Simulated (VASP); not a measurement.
A run of VASP 6.6.1 is set up as follows.

File run.py:

```python
from ase.calculators.vasp import Vasp
from ase.dft.bandgap import bandgap
from ase.spacegroup import crystal

atoms = crystal(
    ['Ba', 'Se', 'Cu', 'O'],
    basis=[[0.5, 0.0, 0.359774], [0.0, 0.5, 0.130316], [0.0, 0.0, 0.0], [0.0, 0.0, 0.5]],
    spacegroup=129,
    setting=1,
    cellpar=[4.309657, 4.309657, 9.781563, 90.0, 90.0, 90.0],
    primitive_cell=True,
)
calc = Vasp(
    directory='calc',
    xc='pbesol',
    pp='PBE',
    setups='recommended',
    pp_version='54',
    prec='Accurate',
    encut=520,
    ediff=1e-06,
    ismear=0,
    sigma=0.02,
    lreal=False,
    lasph=True,
    nelm=60,
    algo='Normal',
    isif=2,
    lwave=False,
    lcharg=False,
    kpts=[6, 6, 3],
    gamma=True,
    nbands=43,
)
atoms.calc = calc

print('energy (eV):', atoms.get_potential_energy())
print('free energy (eV):', atoms.get_potential_energy(force_consistent=True))
print('forces (eV/A):')
print(atoms.get_forces())
print('stress (eV/A^3, Voigt):', atoms.get_stress())
print('Fermi level (eV):', calc.get_fermi_level())
gap, top, bottom = bandgap(calc)
print('band gap (eV):', gap, 'from (spin, k, band)', top, 'to', bottom)
```

Potentials or basis: VASP PAW PBE potentials, release 54 (Ba_sv, Se, Cu, O).

Launch:

```console
$ python run.py
```

Question: Predict the largest force.

Answer: 0.402 eV/Å.

Question: What does it give for the pressure?

Answer: -3.4 GPa.

Forces in eV/Å, atoms in the order of the input:
```
Ba   0.000  0.000  0.402
Ba   0.000  0.000 -0.402
Se   0.000  0.000 -0.341
Se   0.000  0.000  0.341
Cu   0.000  0.000  0.000
Cu   0.000  0.000  0.000
O    0.000  0.000  0.000
O    0.000  0.000  0.000
```

Caveat: the PAW data sets were made with another functional, which shifts forces and pressure a little; the run has no spin polarisation, though such a crystal can be magnetic; semilocal functionals often make such compounds metallic where correlation or magnetic order opens a gap, which also shifts bond lengths. The run has no spin-orbit coupling, so splittings on Ba are missing.
